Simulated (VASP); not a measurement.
All values below come from r2SCAN meta-GGA, VASP's PBE PAW potentials (set 64) (plane waves; VASP).

The input files of a VASP run:

INCAR:
```
SYSTEM = Hf
PREC = Accurate; ENCUT = 500; LREAL = .FALSE.
LASPH = .TRUE.
EDIFF = 1E-6; NELM = 100; ALGO = Normal
LMAXMIX = 6; LMIXTAU = .TRUE.
ISMEAR = 1; SIGMA = 0.1
METAGGA = R2SCAN
IBRION = 2; NSW = 40; ISIF = 3
EDIFFG = -0.02; PSTRESS = 100
LWAVE = .FALSE.; LCHARG = .FALSE.
```

File POSCAR:
```
Hf
1
    1.5542632772    -2.6920629195    -0.0000000000
    1.5542632772     2.6920629195     0.0000000000
    0.0000000000    -0.0000000000     4.9155333017
Hf
2
Direct
  0.3333330000   0.6666670000   0.2500000000
  0.6666670000   0.3333330000   0.7500000000
```

**KPOINTS**
```
Automatic mesh
0
Gamma
13 13 8
0 0 0
```

POTCAR, in this order: Hf_pv (PBE.64 set). Program: vasp_std.

What VASP printed:

**OSZICAR**
```
       N       E                     dE             d eps       ncg     rms          rms(c)
DAV:   1    -0.250856634799E+02   -0.25086E+02   -0.12117E+04  2948   0.139E+03
DAV:   2    -0.936179864729E+02   -0.68532E+02   -0.67253E+02  3624   0.279E+02
DAV:   3    -0.957359999586E+02   -0.21180E+01   -0.20703E+01  3966   0.326E+01
DAV:   4    -0.957554399071E+02   -0.19440E-01   -0.19412E-01  3414   0.391E+00
DAV:   5    -0.957557203898E+02   -0.28048E-03   -0.28047E-03  4012   0.381E-01    0.758E+01
DAV:   6    -0.907045172404E+02    0.50512E+01   -0.77821E-01  3048   0.909E+00    0.433E+01
DAV:   7    -0.882774880428E+02    0.24270E+01   -0.19075E+00  3144   0.118E+01    0.574E+00
DAV:   8    -0.911369262006E+02   -0.28594E+01   -0.14465E+00  3102   0.987E+00    0.114E+01
DAV:   9    -0.902427922666E+02    0.89413E+00   -0.26249E-01  2982   0.666E+00    0.319E+00
DAV:  10    -0.904908540911E+02   -0.24806E+00   -0.17702E-01  2976   0.568E+00    0.310E+00
DAV:  11    -0.901794461079E+02    0.31141E+00   -0.83167E-02  2976   0.383E+00    0.154E+00
DAV:  12    -0.901996855743E+02   -0.20239E-01   -0.21858E-02  3294   0.169E+00    0.178E-01
DAV:  13    -0.902065969902E+02   -0.69114E-02   -0.13577E-02  3108   0.134E+00    0.529E-01
DAV:  14    -0.902066298440E+02   -0.32854E-04   -0.16845E-04  4040   0.107E-01    0.555E-01
DAV:  15    -0.902068507675E+02   -0.22092E-03   -0.61031E-05  3246   0.744E-02    0.595E-01
DAV:  16    -0.902063033280E+02    0.54744E-03   -0.21363E-04  3114   0.139E-01    0.396E-01
DAV:  17    -0.902063080217E+02   -0.46937E-05   -0.54585E-04  3072   0.252E-01    0.840E-01
DAV:  18    -0.902063598063E+02   -0.51785E-04   -0.11023E-04  3288   0.106E-01    0.763E-01
DAV:  19    -0.902062981948E+02    0.61611E-04   -0.13040E-04  3132   0.103E-01    0.561E-01
DAV:  20    -0.902062819153E+02    0.16279E-04   -0.24982E-05  3210   0.549E-02    0.405E-01
DAV:  21    -0.902062837781E+02   -0.18628E-05   -0.12148E-05  3114   0.323E-02    0.346E-01
DAV:  22    -0.902062698440E+02    0.13934E-04   -0.41361E-06  3312   0.232E-02    0.242E-01
DAV:  23    -0.902062723789E+02   -0.25349E-05   -0.73830E-06  3180   0.339E-02    0.162E-01
DAV:  24    -0.902062648487E+02    0.75302E-05   -0.29951E-06  2524   0.171E-02    0.714E-02
DAV:  25    -0.902062679487E+02   -0.31000E-05   -0.10816E-06  1644   0.101E-02    0.396E-02
DAV:  26    -0.902062669034E+02    0.10453E-05   -0.12271E-06  1662   0.108E-02    0.191E-02
DAV:  27    -0.902062688828E+02   -0.19794E-05   -0.67347E-07  1602   0.784E-03    0.760E-03
DAV:  28    -0.902062675051E+02    0.13777E-05   -0.18000E-07  1584   0.417E-03    0.256E-03
DAV:  29    -0.902062692366E+02   -0.17315E-05   -0.10728E-07  1584   0.372E-03    0.144E-03
DAV:  30    -0.902062688359E+02    0.40065E-06   -0.19376E-08  1596   0.134E-03
   1 F= -.87638832E+02 E0= -.87639274E+02  d E =-.876388E+02
```

### OUTCAR
```
------------------------ aborting loop because EDIFF is reached ----------------------------------------
  FORCE on cell =-STRESS in cart. coord.  units (eV):
  Direction    XX          YY          ZZ          XY          YZ          ZX
  --------------------------------------------------------------------------------------
  Total        2.5665075      2.5665074      2.5732107      0.0000000      0.0000000      0.0000000
  in kB       99.9637843     99.9637809    100.2248717      0.0000000      0.0000000      0.0000000
  external PRESSURE =       0.0508123 kB  Pullay stress =     100.0000000 kB
  volume of cell :       41.13
      direct lattice vectors                 reciprocal lattice vectors
     1.554263277 -2.692062920  0.000000000     0.321695820 -0.185731172  0.000000000
     1.554263277  2.692062920  0.000000000     0.321695820  0.185731172  0.000000000
     0.000000000  0.000000000  4.915533302     0.000000000  0.000000000  0.203436726
 POSITION                                       TOTAL-FORCE (eV/Angst)
 -----------------------------------------------------------------------------------
      1.55426      0.89736      1.22888         0.000000      0.000000      0.000000
      1.55426     -0.89736      3.68665        -0.000000     -0.000000      0.000000
 -----------------------------------------------------------------------------------
    total drift:                               -0.000000      0.000172     -0.000015
  FREE ENERGIE OF THE ION-ELECTRON SYSTEM (eV)
  ---------------------------------------------------
  free  energy   TOTEN  =       -90.2062688359 eV

  energy  without entropy=      -90.2075969506  energy(sigma->0) =      -90.20671154
  enthalpy is  TOTEN    =       -87.6388315261 eV   P V=        2.5674373099

 reached required accuracy - stopping structural energy minimisation
```
(Selected blocks of OUTCAR.)

The compound is Hf in the hcp structure. It was relaxed first under an external pressure of 10 GPa.
